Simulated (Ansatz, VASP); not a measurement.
**Sn: VASP beside Ansatz**

One calculation is typed for both programs; each brings its own data sets. How far apart do they land? The cell is taken from a series of runs on this material, whose earlier steps may have relaxed, scaled, displaced or heated it; both programs get it as it stands.

Method: plane waves, with VASP 6.6.1 beside it; zone-centre phonons at LDA, in Ansatz 0.2.0.

## Step 1: Starting point

It takes space group I4_1/amd (No. 141, tetragonal). Conventional cell: a = 4.714 Å, b = 4.714 Å, c = 6.270 Å, α = 90.00°, β = 90.00°, γ = 90.00°. Sn has 4 Sn at 2.83 Å nearest. That group holds within 0.01 Å; judged at 0.001 Å it is C2/m (No. 12).

## Step 2: VASP: zone-centre phonons, LDA

Second derivatives magnify differences that forces hide, and they need a tight electronic threshold.

Lines of VASP's logs that name or quote its potential files are left out, and so is its time.

File INCAR:

```
SYSTEM = Sn
PREC = Accurate
ENCUT = 500
EDIFF = 1E-08
NELM = 120
ISMEAR = 0
SIGMA = 0.015
LREAL = .FALSE.
ALGO = Normal
GGA = CA
NBANDS = 20
LORBIT = 11
LWAVE = .FALSE.
LCHARG = .FALSE.
ISIF = 2
ISYM = 2
IBRION = 8
LASPH = .TRUE.
GGA_COMPAT = .FALSE.
KPAR = 2
```

File POSCAR:

```
Sn
1.0
    0.0000000000      3.3331439535      3.1349744971
    3.3331439535      0.0000000000      3.1349744971
    3.3331439535      3.3331439535      0.0000000000
Sn
2
Direct
    0.4999070439      0.4999070439      0.4998987871
    0.7500929561      0.7500929561      0.7501012129
```

File KPOINTS:

```
Points of the shifted mesh
1728
Reciprocal
 0.0416666667  0.0416666667  0.0416666667 1
 0.0416666667  0.0416666667  0.1250000000 1
 0.0416666667  0.0416666667  0.2083333333 1
 0.0416666667  0.0416666667  0.2916666667 1
 0.0416666667  0.0416666667  0.3750000000 1
 0.0416666667  0.0416666667  0.4583333333 1
 0.0416666667  0.0416666667  0.5416666667 1
 0.0416666667  0.0416666667  0.6250000000 1
 0.0416666667  0.0416666667  0.7083333333 1
 0.0416666667  0.0416666667  0.7916666667 1
 0.0416666667  0.0416666667  0.8750000000 1
 0.0416666667  0.0416666667  0.9583333333 1
 0.0416666667  0.1250000000  0.0416666667 1
 0.0416666667  0.1250000000  0.1250000000 1
 0.0416666667  0.1250000000  0.2083333333 1
 0.0416666667  0.1250000000  0.2916666667 1
 0.0416666667  0.1250000000  0.3750000000 1
 0.0416666667  0.1250000000  0.4583333333 1
 0.0416666667  0.1250000000  0.5416666667 1
 0.0416666667  0.1250000000  0.6250000000 1
 0.0416666667  0.1250000000  0.7083333333 1
 0.0416666667  0.1250000000  0.7916666667 1
 0.0416666667  0.1250000000  0.8750000000 1
 0.0416666667  0.1250000000  0.9583333333 1
 0.0416666667  0.2083333333  0.0416666667 1
 0.0416666667  0.2083333333  0.1250000000 1
 0.0416666667  0.2083333333  0.2083333333 1
 0.0416666667  0.2083333333  0.2916666667 1
 0.0416666667  0.2083333333  0.3750000000 1
 0.0416666667  0.2083333333  0.4583333333 1
 0.0416666667  0.2083333333  0.5416666667 1
 0.0416666667  0.2083333333  0.6250000000 1
 0.0416666667  0.2083333333  0.7083333333 1
 0.0416666667  0.2083333333  0.7916666667 1
 0.0416666667  0.2083333333  0.8750000000 1
 0.0416666667  0.2083333333  0.9583333333 1
 0.0416666667  0.2916666667  0.0416666667 1
 0.0416666667  0.2916666667  0.1250000000 1
 0.0416666667  0.2916666667  0.2083333333 1
 0.0416666667  0.2916666667  0.2916666667 1
 0.0416666667  0.2916666667  0.3750000000 1
 0.0416666667  0.2916666667  0.4583333333 1
 0.0416666667  0.2916666667  0.5416666667 1
 0.0416666667  0.2916666667  0.6250000000 1
 0.0416666667  0.2916666667  0.7083333333 1
 0.0416666667  0.2916666667  0.7916666667 1
 0.0416666667  0.2916666667  0.8750000000 1
 0.0416666667  0.2916666667  0.9583333333 1
 0.0416666667  0.3750000000  0.0416666667 1
 0.0416666667  0.3750000000  0.1250000000 1
 0.0416666667  0.3750000000  0.2083333333 1
 0.0416666667  0.3750000000  0.2916666667 1
 0.0416666667  0.3750000000  0.3750000000 1
 0.0416666667  0.3750000000  0.4583333333 1
 0.0416666667  0.3750000000  0.5416666667 1
 0.0416666667  0.3750000000  0.6250000000 1
 0.0416666667  0.3750000000  0.7083333333 1
 0.0416666667  0.3750000000  0.7916666667 1
 0.0416666667  0.3750000000  0.8750000000 1
 0.0416666667  0.3750000000  0.9583333333 1
 0.0416666667  0.4583333333  0.0416666667 1
 0.0416666667  0.4583333333  0.1250000000 1
 0.0416666667  0.4583333333  0.2083333333 1
 0.0416666667  0.4583333333  0.2916666667 1
 0.0416666667  0.4583333333  0.3750000000 1
 0.0416666667  0.4583333333  0.4583333333 1
 0.0416666667  0.4583333333  0.5416666667 1
 0.0416666667  0.4583333333  0.6250000000 1
 0.0416666667  0.4583333333  0.7083333333 1
 0.0416666667  0.4583333333  0.7916666667 1
 0.0416666667  0.4583333333  0.8750000000 1
 0.0416666667  0.4583333333  0.9583333333 1
 0.0416666667  0.5416666667  0.0416666667 1
 0.0416666667  0.5416666667  0.1250000000 1
 0.0416666667  0.5416666667  0.2083333333 1
 0.0416666667  0.5416666667  0.2916666667 1
 0.0416666667  0.5416666667  0.3750000000 1
 0.0416666667  0.5416666667  0.4583333333 1
 0.0416666667  0.5416666667  0.5416666667 1
 0.0416666667  0.5416666667  0.6250000000 1
 0.0416666667  0.5416666667  0.7083333333 1
 0.0416666667  0.5416666667  0.7916666667 1
 0.0416666667  0.5416666667  0.8750000000 1
 0.0416666667  0.5416666667  0.9583333333 1
 0.0416666667  0.6250000000  0.0416666667 1
 0.0416666667  0.6250000000  0.1250000000 1
 0.0416666667  0.6250000000  0.2083333333 1
 0.0416666667  0.6250000000  0.2916666667 1
 0.0416666667  0.6250000000  0.3750000000 1
 0.0416666667  0.6250000000  0.4583333333 1
 0.0416666667  0.6250000000  0.5416666667 1
 0.0416666667  0.6250000000  0.6250000000 1
 0.0416666667  0.6250000000  0.7083333333 1
 0.0416666667  0.6250000000  0.7916666667 1
 0.0416666667  0.6250000000  0.8750000000 1
 0.0416666667  0.6250000000  0.9583333333 1
 0.0416666667  0.7083333333  0.0416666667 1
 0.0416666667  0.7083333333  0.1250000000 1
 0.0416666667  0.7083333333  0.2083333333 1
 0.0416666667  0.7083333333  0.2916666667 1
 0.0416666667  0.7083333333  0.3750000000 1
 0.0416666667  0.7083333333  0.4583333333 1
 0.0416666667  0.7083333333  0.5416666667 1
 0.0416666667  0.7083333333  0.6250000000 1
 0.0416666667  0.7083333333  0.7083333333 1
 0.0416666667  0.7083333333  0.7916666667 1
 0.0416666667  0.7083333333  0.8750000000 1
 0.0416666667  0.7083333333  0.9583333333 1
 0.0416666667  0.7916666667  0.0416666667 1
 0.0416666667  0.7916666667  0.1250000000 1
 0.0416666667  0.7916666667  0.2083333333 1
 0.0416666667  0.7916666667  0.2916666667 1
[... 1390 lines left out ...]
 0.8750000000  0.4583333333  0.1250000000 1
 0.8750000000  0.4583333333  0.2083333333 1
 0.8750000000  0.4583333333  0.2916666667 1
 0.8750000000  0.4583333333  0.3750000000 1
 0.8750000000  0.4583333333  0.4583333333 1
 0.8750000000  0.4583333333  0.5416666667 1
 0.8750000000  0.4583333333  0.6250000000 1
 0.8750000000  0.4583333333  0.7083333333 1
 0.8750000000  0.4583333333  0.7916666667 1
 0.8750000000  0.4583333333  0.8750000000 1
 0.8750000000  0.4583333333  0.9583333333 1
 0.8750000000  0.5416666667  0.0416666667 1
 0.8750000000  0.5416666667  0.1250000000 1
 0.8750000000  0.5416666667  0.2083333333 1
 0.8750000000  0.5416666667  0.2916666667 1
 0.8750000000  0.5416666667  0.3750000000 1
 0.8750000000  0.5416666667  0.4583333333 1
 0.8750000000  0.5416666667  0.5416666667 1
 0.8750000000  0.5416666667  0.6250000000 1
 0.8750000000  0.5416666667  0.7083333333 1
 0.8750000000  0.5416666667  0.7916666667 1
 0.8750000000  0.5416666667  0.8750000000 1
 0.8750000000  0.5416666667  0.9583333333 1
 0.8750000000  0.6250000000  0.0416666667 1
 0.8750000000  0.6250000000  0.1250000000 1
 0.8750000000  0.6250000000  0.2083333333 1
 0.8750000000  0.6250000000  0.2916666667 1
 0.8750000000  0.6250000000  0.3750000000 1
 0.8750000000  0.6250000000  0.4583333333 1
 0.8750000000  0.6250000000  0.5416666667 1
 0.8750000000  0.6250000000  0.6250000000 1
 0.8750000000  0.6250000000  0.7083333333 1
 0.8750000000  0.6250000000  0.7916666667 1
 0.8750000000  0.6250000000  0.8750000000 1
 0.8750000000  0.6250000000  0.9583333333 1
 0.8750000000  0.7083333333  0.0416666667 1
 0.8750000000  0.7083333333  0.1250000000 1
 0.8750000000  0.7083333333  0.2083333333 1
 0.8750000000  0.7083333333  0.2916666667 1
 0.8750000000  0.7083333333  0.3750000000 1
 0.8750000000  0.7083333333  0.4583333333 1
 0.8750000000  0.7083333333  0.5416666667 1
 0.8750000000  0.7083333333  0.6250000000 1
 0.8750000000  0.7083333333  0.7083333333 1
 0.8750000000  0.7083333333  0.7916666667 1
 0.8750000000  0.7083333333  0.8750000000 1
 0.8750000000  0.7083333333  0.9583333333 1
 0.8750000000  0.7916666667  0.0416666667 1
 0.8750000000  0.7916666667  0.1250000000 1
 0.8750000000  0.7916666667  0.2083333333 1
 0.8750000000  0.7916666667  0.2916666667 1
 0.8750000000  0.7916666667  0.3750000000 1
 0.8750000000  0.7916666667  0.4583333333 1
 0.8750000000  0.7916666667  0.5416666667 1
 0.8750000000  0.7916666667  0.6250000000 1
 0.8750000000  0.7916666667  0.7083333333 1
 0.8750000000  0.7916666667  0.7916666667 1
 0.8750000000  0.7916666667  0.8750000000 1
 0.8750000000  0.7916666667  0.9583333333 1
 0.8750000000  0.8750000000  0.0416666667 1
 0.8750000000  0.8750000000  0.1250000000 1
 0.8750000000  0.8750000000  0.2083333333 1
 0.8750000000  0.8750000000  0.2916666667 1
 0.8750000000  0.8750000000  0.3750000000 1
 0.8750000000  0.8750000000  0.4583333333 1
 0.8750000000  0.8750000000  0.5416666667 1
 0.8750000000  0.8750000000  0.6250000000 1
 0.8750000000  0.8750000000  0.7083333333 1
 0.8750000000  0.8750000000  0.7916666667 1
 0.8750000000  0.8750000000  0.8750000000 1
 0.8750000000  0.8750000000  0.9583333333 1
 0.8750000000  0.9583333333  0.0416666667 1
 0.8750000000  0.9583333333  0.1250000000 1
 0.8750000000  0.9583333333  0.2083333333 1
 0.8750000000  0.9583333333  0.2916666667 1
 0.8750000000  0.9583333333  0.3750000000 1
 0.8750000000  0.9583333333  0.4583333333 1
 0.8750000000  0.9583333333  0.5416666667 1
 0.8750000000  0.9583333333  0.6250000000 1
 0.8750000000  0.9583333333  0.7083333333 1
 0.8750000000  0.9583333333  0.7916666667 1
 0.8750000000  0.9583333333  0.8750000000 1
 0.8750000000  0.9583333333  0.9583333333 1
 0.9583333333  0.0416666667  0.0416666667 1
 0.9583333333  0.0416666667  0.1250000000 1
 0.9583333333  0.0416666667  0.2083333333 1
 0.9583333333  0.0416666667  0.2916666667 1
 0.9583333333  0.0416666667  0.3750000000 1
 0.9583333333  0.0416666667  0.4583333333 1
 0.9583333333  0.0416666667  0.5416666667 1
 0.9583333333  0.0416666667  0.6250000000 1
 0.9583333333  0.0416666667  0.7083333333 1
 0.9583333333  0.0416666667  0.7916666667 1
 0.9583333333  0.0416666667  0.8750000000 1
 0.9583333333  0.0416666667  0.9583333333 1
 0.9583333333  0.1250000000  0.0416666667 1
 0.9583333333  0.1250000000  0.1250000000 1
 0.9583333333  0.1250000000  0.2083333333 1
 0.9583333333  0.1250000000  0.2916666667 1
 0.9583333333  0.1250000000  0.3750000000 1
 0.9583333333  0.1250000000  0.4583333333 1
 0.9583333333  0.1250000000  0.5416666667 1
 0.9583333333  0.1250000000  0.6250000000 1
 0.9583333333  0.1250000000  0.7083333333 1
 0.9583333333  0.1250000000  0.7916666667 1
 0.9583333333  0.1250000000  0.8750000000 1
 0.9583333333  0.1250000000  0.9583333333 1
 0.9583333333  0.2083333333  0.0416666667 1
 0.9583333333  0.2083333333  0.1250000000 1
 0.9583333333  0.2083333333  0.2083333333 1
 0.9583333333  0.2083333333  0.2916666667 1
 0.9583333333  0.2083333333  0.3750000000 1
 0.9583333333  0.2083333333  0.4583333333 1
 0.9583333333  0.2083333333  0.5416666667 1
 0.9583333333  0.2083333333  0.6250000000 1
 0.9583333333  0.2083333333  0.7083333333 1
 0.9583333333  0.2083333333  0.7916666667 1
 0.9583333333  0.2083333333  0.8750000000 1
 0.9583333333  0.2083333333  0.9583333333 1
 0.9583333333  0.2916666667  0.0416666667 1
 0.9583333333  0.2916666667  0.1250000000 1
 0.9583333333  0.2916666667  0.2083333333 1
 0.9583333333  0.2916666667  0.2916666667 1
 0.9583333333  0.2916666667  0.3750000000 1
 0.9583333333  0.2916666667  0.4583333333 1
 0.9583333333  0.2916666667  0.5416666667 1
 0.9583333333  0.2916666667  0.6250000000 1
 0.9583333333  0.2916666667  0.7083333333 1
 0.9583333333  0.2916666667  0.7916666667 1
 0.9583333333  0.2916666667  0.8750000000 1
 0.9583333333  0.2916666667  0.9583333333 1
 0.9583333333  0.3750000000  0.0416666667 1
 0.9583333333  0.3750000000  0.1250000000 1
 0.9583333333  0.3750000000  0.2083333333 1
 0.9583333333  0.3750000000  0.2916666667 1
 0.9583333333  0.3750000000  0.3750000000 1
 0.9583333333  0.3750000000  0.4583333333 1
 0.9583333333  0.3750000000  0.5416666667 1
 0.9583333333  0.3750000000  0.6250000000 1
 0.9583333333  0.3750000000  0.7083333333 1
 0.9583333333  0.3750000000  0.7916666667 1
 0.9583333333  0.3750000000  0.8750000000 1
 0.9583333333  0.3750000000  0.9583333333 1
 0.9583333333  0.4583333333  0.0416666667 1
 0.9583333333  0.4583333333  0.1250000000 1
 0.9583333333  0.4583333333  0.2083333333 1
 0.9583333333  0.4583333333  0.2916666667 1
 0.9583333333  0.4583333333  0.3750000000 1
 0.9583333333  0.4583333333  0.4583333333 1
 0.9583333333  0.4583333333  0.5416666667 1
 0.9583333333  0.4583333333  0.6250000000 1
 0.9583333333  0.4583333333  0.7083333333 1
 0.9583333333  0.4583333333  0.7916666667 1
 0.9583333333  0.4583333333  0.8750000000 1
 0.9583333333  0.4583333333  0.9583333333 1
 0.9583333333  0.5416666667  0.0416666667 1
 0.9583333333  0.5416666667  0.1250000000 1
 0.9583333333  0.5416666667  0.2083333333 1
 0.9583333333  0.5416666667  0.2916666667 1
 0.9583333333  0.5416666667  0.3750000000 1
 0.9583333333  0.5416666667  0.4583333333 1
 0.9583333333  0.5416666667  0.5416666667 1
 0.9583333333  0.5416666667  0.6250000000 1
 0.9583333333  0.5416666667  0.7083333333 1
 0.9583333333  0.5416666667  0.7916666667 1
 0.9583333333  0.5416666667  0.8750000000 1
 0.9583333333  0.5416666667  0.9583333333 1
 0.9583333333  0.6250000000  0.0416666667 1
 0.9583333333  0.6250000000  0.1250000000 1
 0.9583333333  0.6250000000  0.2083333333 1
 0.9583333333  0.6250000000  0.2916666667 1
 0.9583333333  0.6250000000  0.3750000000 1
 0.9583333333  0.6250000000  0.4583333333 1
 0.9583333333  0.6250000000  0.5416666667 1
 0.9583333333  0.6250000000  0.6250000000 1
 0.9583333333  0.6250000000  0.7083333333 1
 0.9583333333  0.6250000000  0.7916666667 1
 0.9583333333  0.6250000000  0.8750000000 1
 0.9583333333  0.6250000000  0.9583333333 1
 0.9583333333  0.7083333333  0.0416666667 1
 0.9583333333  0.7083333333  0.1250000000 1
 0.9583333333  0.7083333333  0.2083333333 1
 0.9583333333  0.7083333333  0.2916666667 1
 0.9583333333  0.7083333333  0.3750000000 1
 0.9583333333  0.7083333333  0.4583333333 1
 0.9583333333  0.7083333333  0.5416666667 1
 0.9583333333  0.7083333333  0.6250000000 1
 0.9583333333  0.7083333333  0.7083333333 1
 0.9583333333  0.7083333333  0.7916666667 1
 0.9583333333  0.7083333333  0.8750000000 1
 0.9583333333  0.7083333333  0.9583333333 1
 0.9583333333  0.7916666667  0.0416666667 1
 0.9583333333  0.7916666667  0.1250000000 1
 0.9583333333  0.7916666667  0.2083333333 1
 0.9583333333  0.7916666667  0.2916666667 1
 0.9583333333  0.7916666667  0.3750000000 1
 0.9583333333  0.7916666667  0.4583333333 1
 0.9583333333  0.7916666667  0.5416666667 1
 0.9583333333  0.7916666667  0.6250000000 1
 0.9583333333  0.7916666667  0.7083333333 1
 0.9583333333  0.7916666667  0.7916666667 1
 0.9583333333  0.7916666667  0.8750000000 1
 0.9583333333  0.7916666667  0.9583333333 1
 0.9583333333  0.8750000000  0.0416666667 1
 0.9583333333  0.8750000000  0.1250000000 1
 0.9583333333  0.8750000000  0.2083333333 1
 0.9583333333  0.8750000000  0.2916666667 1
 0.9583333333  0.8750000000  0.3750000000 1
 0.9583333333  0.8750000000  0.4583333333 1
 0.9583333333  0.8750000000  0.5416666667 1
 0.9583333333  0.8750000000  0.6250000000 1
 0.9583333333  0.8750000000  0.7083333333 1
 0.9583333333  0.8750000000  0.7916666667 1
 0.9583333333  0.8750000000  0.8750000000 1
 0.9583333333  0.8750000000  0.9583333333 1
 0.9583333333  0.9583333333  0.0416666667 1
 0.9583333333  0.9583333333  0.1250000000 1
 0.9583333333  0.9583333333  0.2083333333 1
 0.9583333333  0.9583333333  0.2916666667 1
 0.9583333333  0.9583333333  0.3750000000 1
 0.9583333333  0.9583333333  0.4583333333 1
 0.9583333333  0.9583333333  0.5416666667 1
 0.9583333333  0.9583333333  0.6250000000 1
 0.9583333333  0.9583333333  0.7083333333 1
 0.9583333333  0.9583333333  0.7916666667 1
 0.9583333333  0.9583333333  0.8750000000 1
 0.9583333333  0.9583333333  0.9583333333 1
```

The projector-augmented-wave data sets are Sn_d (LDA family, release 64).

The run is started by

```sh
$ mpirun -np 2 vasp_std
```

Numbers of over 12 decimals in the logs are rounded to 6 here.

What it wrote:

```text
[banner, memory and clock lines left out]
running    2 mpi-ranks, on    1 nodes
 distrk:  each k-point on    1 cores,    2 groups
 distr:  one band on    1 cores,    1 groups

 POSCAR found type information on POSCAR Sn
 POSCAR found :  1 types and       2 ions
 LDA part: xc-table for (Slater(with rela. corr.)+CA(PZ))
 , standard interpolation
 POSCAR, INCAR and KPOINTS ok, starting setup
 FFT: planning ... GRIDC
 FFT: planning ... GRID_SOFT
 FFT: planning ... GRID
 WAVECAR not read
 entering main loop
       N       E                     dE             d eps       ncg     rms          rms(c)
DAV:   1     0.222385294949E+03    0.22239E+03   -0.14786E+04 69604   0.199E+03
DAV:   2     0.148445724199E+02   -0.20754E+03   -0.20386E+03 69344   0.441E+02
DAV:   3    -0.825789092187E+01   -0.23102E+02   -0.22958E+02 79144   0.143E+02
DAV:   4    -0.901340444828E+01   -0.75551E+00   -0.75504E+00 78372   0.294E+01
DAV:   5    -0.903971634105E+01   -0.26312E-01   -0.26311E-01 94544   0.537E+00    0.319E+00
DAV:   6    -0.895942289974E+01    0.80293E-01   -0.41110E-02 87740   0.226E+00    0.180E+00
DAV:   7    -0.891947742936E+01    0.39945E-01   -0.59732E-02 71960   0.223E+00    0.145E-01
DAV:   8    -0.892002263683E+01   -0.54521E-03   -0.53885E-03 79472   0.853E-01    0.533E-02
DAV:   9    -0.892010883800E+01   -0.86201E-04   -0.17887E-04 93592   0.105E-01    0.152E-02
DAV:  10    -0.892010927610E+01   -0.43810E-06   -0.14459E-05 91244   0.440E-02    0.380E-03
DAV:  11    -0.892010968607E+01   -0.40996E-06   -0.12035E-06 76084   0.793E-03    0.163E-03
DAV:  12    -0.892010968092E+01    0.51446E-08   -0.59233E-08 85776   0.249E-03
   1 F= -.89201097E+01 E0= -.89200951E+01  d E =-.292361E-04
 Linear response reoptimize wavefunctions to high precision
DAV:   1    -0.892010968286E+01   -0.19377E-08   -0.62086E-09 70240   0.719E-04
DAV:   2    -0.892010968291E+01   -0.47294E-10   -0.46691E-10 45120   0.226E-04
 Linear response DOF=           2
 Linear response progress:
  Degree of freedom:   1/  2
       N       E                     dE             d eps       ncg     rms          rms(c)
RMM:   1    -0.216769228847E+00   -0.21677E+00    0.56161E-01 86854   0.101E+01
RMM:   2    -0.223597289936E+00   -0.68281E-02   -0.20129E-02121230   0.118E+00    0.687E-02
RMM:   3    -0.223765874723E+00   -0.16858E-03   -0.16366E-03127366   0.327E-01    0.317E-02
RMM:   4    -0.223674000564E+00    0.91874E-04   -0.11545E-04127329   0.984E-02    0.107E-02
RMM:   5    -0.223668364844E+00    0.56357E-05   -0.15171E-05130127   0.324E-02    0.385E-03
RMM:   6    -0.223671021687E+00   -0.26568E-05   -0.13156E-06128762   0.965E-03    0.169E-03
RMM:   7    -0.223671649793E+00   -0.62811E-06   -0.21533E-07128049   0.349E-03    0.363E-04
RMM:   8    -0.223669370223E+00    0.22796E-05   -0.34723E-08131235   0.129E-03    0.202E-04
RMM:   9    -0.223668462167E+00    0.90806E-06   -0.15999E-08131875   0.511E-04    0.387E-05
RMM:  10    -0.223668654667E+00   -0.19250E-06   -0.30637E-08137648   0.223E-04    0.272E-05
RMM:  11    -0.223668547585E+00    0.10708E-06   -0.13684E-08133289   0.114E-04    0.818E-06
RMM:  12    -0.223668536429E+00    0.11156E-07   -0.43541E-10140992   0.656E-05    0.441E-06
RMM:  13    -0.223668515043E+00    0.21387E-07    0.98000E-09137534   0.443E-05    0.139E-06
RMM:  14    -0.223668497731E+00    0.17311E-07    0.59985E-09145377   0.345E-05    0.386E-07
RMM:  15    -0.223668495330E+00    0.24010E-08    0.39356E-09125885   0.292E-05    0.368E-07
 first order change of Fermi-energy   0.37409E+00
 force on displaced ion       1 direction 1 :  -7.112   0.007  -0.029
 Linear response progress:
  Degree of freedom:   2/  2
       N       E                     dE             d eps       ncg     rms          rms(c)
RMM:   1    -0.216282152424E+00   -0.21628E+00    0.62628E-01 86702   0.104E+01
RMM:   2    -0.223156133342E+00   -0.68740E-02   -0.19910E-02121034   0.117E+00    0.666E-02
RMM:   3    -0.223298805422E+00   -0.14267E-03   -0.16274E-03127313   0.325E-01    0.306E-02
RMM:   4    -0.223187497679E+00    0.11131E-03   -0.11762E-04126304   0.987E-02    0.106E-02
RMM:   5    -0.223175235661E+00    0.12262E-04   -0.15707E-05130081   0.323E-02    0.409E-03
RMM:   6    -0.223178577647E+00   -0.33420E-05   -0.13783E-06129341   0.946E-03    0.170E-03
RMM:   7    -0.223179533658E+00   -0.95601E-06   -0.18942E-07128569   0.331E-03    0.478E-04
RMM:   8    -0.223177468288E+00    0.20654E-05   -0.24673E-08130612   0.121E-03    0.266E-04
RMM:   9    -0.223176715463E+00    0.75283E-06   -0.63264E-09132336   0.470E-04    0.351E-05
RMM:  10    -0.223176870290E+00   -0.15483E-06   -0.12157E-08137628   0.198E-04    0.235E-05
RMM:  11    -0.223176832536E+00    0.37754E-07   -0.17019E-08133211   0.102E-04    0.480E-06
RMM:  12    -0.223176845475E+00   -0.12939E-07   -0.13493E-08141291   0.602E-05    0.350E-06
RMM:  13    -0.223176845948E+00   -0.47364E-09    0.48943E-09141222   0.429E-05    0.215E-06
 first order change of Fermi-energy  -0.12484E+01
 force on displaced ion       1 direction 3 :  -0.051  -0.051  -7.017
 Linear response finished
```

[end of part 1 of 2]

[Lines on the potential files, build, host, timing and source positions are cut from VASP's logs without a mark.]

[Logs are printed without paths, hosts, clocks, repeated set-up lines and the standing remarks that a program may print on its own settings, such as how far it seeks lower states.]

[Hosts, paths, dates, database ids (printed as entryN), source tags and the programs' standing remarks are cut or masked in the printed files.]
